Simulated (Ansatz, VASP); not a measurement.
# Cross-check of SiCCl2 (Cl-SiC-Cl chair monolayer) between VASP and Ansatz

Aim: how closely do two programs agree when they are given the same cell, functional and k mesh? The structure shown is the start of the Ansatz relaxation below; VASP solves that cell, so the two are compared at the walk's first step.

Program: Ansatz 0.2.0. Level of theory: plane waves, with VASP 6.6.1 beside it; single point at PBE with D3(BJ). Results are calculated unless marked as measured.

## 1. The starting structure

The cell holds 4 atoms: 2 Cl, 1 C and 1 Si. Its edges and angles: a = 3.086 Å, b = 3.085 Å, c = 40.033 Å, α = 90.0°, β = 90.0°, γ = 120.0°. Vacuum lies along c.

## 2. Ansatz: relaxation, PBE with D3(BJ)

Ansatz runs on its PAW soft_1 files.

The two programs are compared at the cell with which this relaxation starts, whose forces are those of its first step.

input.yaml

```yaml
crystal:
  lattice:
    - [3.0855, 0.0, 0.0]
    - [-1.54275, 2.6721213834, 0.0]
    - [0.0, 0.0, 40.0333333344]
  atoms:
    - { symbol: Cl, position: [0.6666666667, 0.3333333333, 0.4433805162] }
    - { symbol: C, position: [0.6666666667, 0.3333333333, 0.4878434638] }
    - { symbol: Si, position: [0.3333333333, 0.6666666667, 0.5034138218] }
    - { symbol: Cl, position: [0.3333333333, 0.6666666667, 0.5566194838] }
  periodic: [true, true, false]
kpoints:
  mp_grid: { grid: [12, 12, 1] }
hamiltonian:
  xc: pbe
  dispersion: d3bj
  pseudopotentials: { kind: paw, azcp: { folder: soft_1 } }
scf:
  occupations: { method: fermi_dirac, width: 0.05 }
  convergence: { dr2_threshold: 1.0e-09 }
relax:
  f_tol: 0.004
  max_steps: 90
  cell: {}
output:
  write_potential: true
  write_density: true
  volumetric_format: npy
```

Command:

```
$ ansatz run input.yaml --threads 2 --pin off --max-ram 3072MiB --backend cpu --events-out ev --progress --plain --runs-dir out
```

Numbers of over 12 decimals in the logs are rounded to 6 here.

The program printed:

```text
Warning: relax.cell: scf.convergence.dr2_threshold = 1e-9 eV is looser than the 1.89377998405e-10 eV advised for a relaxation that steers and ends on the stress (1e-10 eV for each atom of the cell: 4, times the square of relax.cell.stress_2d_tol = 0.05 N/m over 14.5 Å (the atoms' height at the walk's start and 5 Å past either face), 3.440e-2 GPa, over a crystal's default 0.05). What an SCF threshold leaves in a stress goes as its square root, and in the free energy as the threshold itself, and one threshold admits the most on a small cell: [figures from the program's tests cut] Set scf.convergence.dr2_threshold to 1.89377998405e-10 eV or tighter. [rest of the remark cut]
Engine: ansatz 0.2.0, aarch64-unknown-linux-gnu
Pseudopotentials: kind: paw
Pseudopotential: Cl, paw, valence charge 7, recommended cutoff 420 eV (normal), soft_1/Cl.paw.azcp
Pseudopotential: C, paw, valence charge 4, recommended cutoff 420 eV (normal), soft_1/C.paw.azcp
Pseudopotential: Si, paw, valence charge 4, recommended cutoff 420 eV (normal), soft_1/Si.paw.azcp
Functional definition: PBE
  parameter kappa = 0.804
  parameter beta = 0.066725
  exchange = pbe_x(kappa = kappa, mu = beta*pi^2/3)
  correlation = pbe_c(beta = beta)
Crystal: 4 atoms, lattice volume = 330.068 Å³
Basis set: ecut = 420 eV, 6409 PW (Γ), exchange–correlation on 48×48×540 points (8 copies of the dense FFT grid, shifted against one another)
Bands: 15, of which v1, the nominal top of the filled ones, is band 11 counted from 1 (10 counted from 0)
Symmetry: 6 space group operations
Space group: P3m1 (ITA 156), of the structure as read, at distance tolerance 6.9e-5 Å
k-points: 19 of 144 (time reversal used)
Non-local potential: Cl, projectors of the file, l = 0: 2, l = 1: 2, l = 2: 1
Non-local potential: C, projectors of the file, l = 0: 2, l = 1: 2, l = 2: 1
Non-local potential: Si, projectors of the file, l = 0: 2, l = 1: 2, l = 2: 1
PAW form: soft (Blöchl's): semilocal exchange-correlation on the pseudo side does not see the compensation charge
PAW one-centre angular grid: Cl, 110 points (default); XC on 64 Gauss nodes
PAW one-centre angular grid: C, 110 points (default); XC on 64 Gauss nodes
PAW one-centre angular grid: Si, 110 points (default); XC on 64 Gauss nodes
Initial density: superposition of atomic densities (neutral atoms: chi_scale 0, normalization atom)
Initial wavefunctions: pseudopotential atomic-orbital guess
Functional: x = pbe(κ = 0.804, μ = 0.219515), c = pbe(β = 0.066725)
SCF iter   1: F=—  HF=-3048.664450 eV  |F-HF|=—  |Δ(HF+E_count)|=         —  Δρ=3.75e-2  dr2=5.28e0  ethr=3.10e-3  ⟨swp⟩=17.7  Hψ=3628  notcnv=0
preconditioner: auto → Resta (q_TF=auto, 1.737 Å⁻¹)  ε∞=1.7  [insulator: Δε(μ)=1.981 eV  Ē_g=11.813 eV  σ=0.050 eV  W_gap=1.00  n_scr=22 (ndim 8)  ℏωp=9.6 eV  f_vac=0.785  D(μ)=0.00/eV (n_scr^D=0)  ε∞_Penn≈1.7  vacuum switching on, ρ_ref=1.0e-2 e/Å³]
SCF iter   2: F=—  HF=-3047.335958 eV  |F-HF|=—  |Δ(HF+E_count)|=    1.33e0  Δρ=1.47e-2  dr2=8.80e-1  ethr=3.10e-3  ⟨swp⟩=5.9  Hψ=1049  notcnv=0
SCF iter   3: F=—  HF=-3047.201787 eV  |F-HF|=—  |Δ(HF+E_count)|=   1.34e-1  Δρ=7.05e-3  dr2=3.05e-1  ethr=3.10e-3  ⟨swp⟩=4.9  Hψ=810  notcnv=0
SCF iter   4: F=—  HF=-3047.173304 eV  |F-HF|=—  |Δ(HF+E_count)|=   2.85e-2  Δρ=4.05e-3  dr2=1.05e-1  ethr=1.39e-3  ⟨swp⟩=5.2  Hψ=778  notcnv=0
SCF iter   5: F=—  HF=-3047.160484 eV  |F-HF|=—  |Δ(HF+E_count)|=   1.28e-2  Δρ=1.73e-3  dr2=1.31e-2  ethr=4.76e-4  ⟨swp⟩=4.3  Hψ=635  notcnv=0
SCF iter   6: F=—  HF=-3047.158974 eV  |F-HF|=—  |Δ(HF+E_count)|=   1.51e-3  Δρ=5.38e-4  dr2=9.05e-4  ethr=5.95e-5  ⟨swp⟩=2.6  Hψ=646  notcnv=0
SCF iter   7: F=—  HF=-3047.159096 eV  |F-HF|=—  |Δ(HF+E_count)|=   1.22e-4  Δρ=1.61e-4  dr2=6.68e-5  ethr=4.11e-6  ⟨swp⟩=2.8  Hψ=582  notcnv=0
SCF iter   8: F=—  HF=-3047.159163 eV  |F-HF|=—  |Δ(HF+E_count)|=   6.69e-5  Δρ=4.09e-5  dr2=3.61e-6  ethr=3.04e-7  ⟨swp⟩=2.8  Hψ=613  notcnv=0
SCF iter   9: F=—  HF=-3047.159170 eV  |F-HF|=—  |Δ(HF+E_count)|=   6.37e-6  Δρ=9.42e-6  dr2=1.77e-7  ethr=1.64e-8  ⟨swp⟩=3.2  Hψ=640  notcnv=0
SCF iter  10: F=—  HF=-3047.159184 eV  |F-HF|=—  |Δ(HF+E_count)|=   1.47e-5  Δρ=1.81e-6  dr2=1.61e-8  ethr=8.04e-10  ⟨swp⟩=3.2  Hψ=621  notcnv=0
SCF iter  11: F=-3047.159184 eV  HF=-3047.159184 eV  |F-HF|=1.03e-10  |Δ(HF+E_count)|=  4.29e-10  Δρ=3.85e-7  dr2=6.72e-10  ethr=4.55e-12  ⟨swp⟩=10.7  Hψ=2843  notcnv=0
SCF 1 converged in 11 iterations: F = -3047.159184 eV  dr2 = 6.72e-10
[...]
Crystal: 4 atoms, lattice volume = 366.137 Å³
Basis set: ecut = 420 eV, 7321 PW (Γ), exchange–correlation on 48×48×540 points (8 copies of the dense FFT grid, shifted against one another)
iter 1 solved again at ethr=9.37e-8 eV; its pass at ethr=3.10e-3 eV (dr2=2.06e-5 eV) is discarded
SCF iter   1: F=—  HF=-3047.558510 eV  |F-HF|=—  |Δ(HF+E_count)|=         —  Δρ=5.23e-5  dr2=2.02e-5  ethr=9.37e-8  ⟨swp⟩=3.6  Hψ=2729  notcnv=0
preconditioner: auto → Resta (q_TF=auto, 1.707 Å⁻¹)  ε∞=1.6  [insulator: Δε(μ)=2.236 eV  Ē_g=11.437 eV  σ=0.050 eV  W_gap=1.00  n_scr=20 (ndim 8)  ℏωp=9.1 eV  f_vac=0.795  D(μ)=0.00/eV (n_scr^D=0)  ε∞_Penn≈1.6  vacuum switching on, ρ_ref=9.5e-3 e/Å³]
SCF iter   2: F=—  HF=-3047.558592 eV  |F-HF|=—  |Δ(HF+E_count)|=   8.13e-5  Δρ=2.66e-5  dr2=5.52e-6  ethr=9.20e-8  ⟨swp⟩=2.2  Hψ=471  notcnv=0
SCF iter   3: F=—  HF=-3047.558590 eV  |F-HF|=—  |Δ(HF+E_count)|=   1.72e-6  Δρ=8.37e-6  dr2=2.79e-7  ethr=2.51e-8  ⟨swp⟩=3.1  Hψ=525  notcnv=0
SCF iter   4: F=—  HF=-3047.558546 eV  |F-HF|=—  |Δ(HF+E_count)|=   4.38e-5  Δρ=3.99e-6  dr2=2.39e-7  ethr=1.27e-9  ⟨swp⟩=3.2  Hψ=649  notcnv=0
SCF iter   5: F=—  HF=-3047.558546 eV  |F-HF|=—  |Δ(HF+E_count)|=   3.18e-8  Δρ=1.39e-6  dr2=7.19e-9  ethr=1.09e-9  ⟨swp⟩=1.8  Hψ=318  notcnv=0
SCF iter   6: F=—  HF=-3047.558546 eV  |F-HF|=—  |Δ(HF+E_count)|=   3.15e-9  Δρ=5.00e-7  dr2=1.26e-9  ethr=4.55e-12  ⟨swp⟩=13.0  Hψ=2602  notcnv=0
SCF iter   7: F=-3047.558546 eV  HF=-3047.558546 eV  |F-HF|=1.82e-11  |Δ(HF+E_count)|=  3.08e-10  Δρ=1.91e-7  dr2=1.84e-10  ethr=4.55e-12  ⟨swp⟩=10.0  Hψ=1968  notcnv=0
SCF 8 converged in 7 iterations: F = -3047.558546 eV  dr2 = 1.84e-10
relax step   8: F+E_penalty+E_count = -3047.55854600 eV  Δ(F+E_penalty+E_count) = -4.313e-6 eV  max|allowed force component| = 4.668e-3 eV/Å  Δτ_max = 0.0001 Å  P = +0.014 N/m  Ω = 366.137 Å³  energy of the carried Pulay correction = -1.703e-5 eV  fix = [c, alpha, beta]  reactions: c +0.000 N/m  (7 SCF iters, accepted)
[...]
relax step   9: F+E_penalty+E_count = -3047.55854416 eV  Δ(F+E_penalty+E_count) = +1.842e-6 eV  max|allowed force component| = 4.835e-5 eV/Å  Δτ_max = 0.0001 Å  P = +0.000 N/m  Ω = 366.189 Å³  energy of the carried Pulay correction = -2.005e-5 eV  fix = [c, alpha, beta]  reactions: c +0.000 N/m  (5 SCF iters, accepted)
[...]
relax step  10: F+E_penalty+E_count = -3047.55856521 eV  Δ(F+E_penalty+E_count) = -2.105e-5 eV  max|allowed force component| = 6.019e-5 eV/Å  Δτ_max = 0.0000 Å  P = +0.001 N/m  Ω = 366.189 Å³  fix = [c, alpha, beta]  reactions: c +0.000 N/m  stress off target by 6.24e-4 N/m on what of the cell is left free  SCF on the basis re-selected at this cell (its energy is not comparable with the rows above)  (8 SCF iters)
basis re-selected at this cell: Δ(F+E_penalty+E_count) = -2.105e-5 eV, ΔP = +0.000 N/m vs the last step (what re-selecting the basis moved, of the pressure what is left beyond the Pulay correction that the steps carried, after the strain that the cell walked since its last selection, with what the two solves' SCF thresholds leave and, on support functions, any second-order correction that the steps lacked; it is no m [...]
SCF converged after 8 iterations
an eigenvalue changed by more than its tolerance at an iteration that met the thresholds in force, so the SCF went on 2 times, its first undamped step at iteration 7: the last check found none over its tolerance
Free energy (F): -3047.558565 eV
Harris-Foulkes:  -3047.558565 eV  (|F-HF|=2.91e-11)
Internal energy: -3047.558565 eV  (E = F + TS)
E sigma→0 (E₀):  -3047.558565 eV
Fermi energy:    -4.371411 eV
--- Per-component energies (eV) ---
  E_band       = -269.979826
  E_kinetic    = 435.164504
  E_local      = -38303.176127  (includes V_loc(G=0)·N_el)
  E_nonlocal   = 107.406521
  E_hartree    = 18922.275852
  E_xc         = -318.880396
  E_vxc        = -339.406958  (∫ρ·V_xc dr)
  E_paw        = -1929.270498  (= ΣΔE_a)
  E_vpaw       = -14.519721  (= ΣTr[D̂ρ^β])
  E_aug_tail   = 0.000279  (compensation charges beyond the density's cutoff)
  E_ewald      = 18039.675528
  E_disp       = -0.754227  (pairwise vdW)
  E_smearing   = -0.000000  (= −TS)
  E_closure    = -0.000000  (closes the sum)
  Σ components = -3047.558565   (vs F -3047.558565, Δ=0.00e0)
--- Forces (eV/Å), atoms counted from 1 ---
  atom   1  Cl    -0.00000000     0.00000000    -0.00000791
  atom   2  C      0.00000000    -0.00000000    -0.00004958
  atom   3  Si     0.00000000     0.00000000     0.00005858
  atom   4  Cl     0.00000000    -0.00000000    -0.00000752
  max |Σ_I F_I| component: 6.43e-6 eV/Å
--- 2D stress c σ (N/m, compression-positive) ---
        0.000624       0.000000      -0.000000
        0.000000       0.000624       0.000000
       -0.000000       0.000000       0.000000
  P = ½ c Tr σ = 0.0006 N/m
--- Band table (eV; the first three rows and the last of 19) ---
  k-point 0: bands = [... 7 lower, -6.7789, -6.7789, -5.5145, -5.5145, -3.2788, -2.3520, -0.5368, -0.0717]
  k-point 1: bands = [... 7 lower, -7.0566, -6.8329, -5.8318, -5.5779, -3.0699, -2.0613, -0.4695, -0.0702]
  k-point 2: bands = [... 7 lower, -7.7197, -6.9783, -6.5845, -5.7414, -2.7689, -1.6938, -0.3018, 0.0627]
  k-point 18: bands = [... 7 lower, -9.3745, -8.7714, -8.1078, -8.0143, -1.5531, -0.4766, -0.0483, 1.5455]
--- Relaxed structure (8 steps of the walk, 8 accepted, 2 SCFs on fresh bases) ---
  F+E_penalty+E_count = -3047.55856521 eV   max|allowed force component| = 6.019e-5 eV/Å   (the final SCF, on the basis selected at the relaxed cell)
  cell:  # Å, volume = 366.1885 Å³
    - [3.249946, 0.0, 0]
    - [-1.624973, 2.814536, 0]
    - [0, 0, 40.0333333344]
  atoms:
    - { symbol: Cl, position: [0.666667, 0.333333, 0.443929] }
    - { symbol: C, position: [0.666667, 0.333333, 0.489666] }
    - { symbol: Si, position: [0.333333, 0.666667, 0.503340] }
    - { symbol: Cl, position: [0.333333, 0.666667, 0.554323] }
```

Reading the cycles: dr2 is the Hartree energy of the density residual (eV), the measure of convergence; HF is the Harris–Foulkes estimate of the energy, which meets the free energy F at convergence.

(Continued in part 2 of 2.)

[Lines on the potential files, build, host, timing and source positions are cut from VASP's logs without a mark.]

[Logs are printed without paths, hosts, clocks, repeated set-up lines and the standing remarks that a program may print on its own settings, such as how far it seeks lower states.]

[Hosts, paths, dates, database ids (printed as entryN), source tags and the programs' standing remarks are cut or masked in the printed files.]
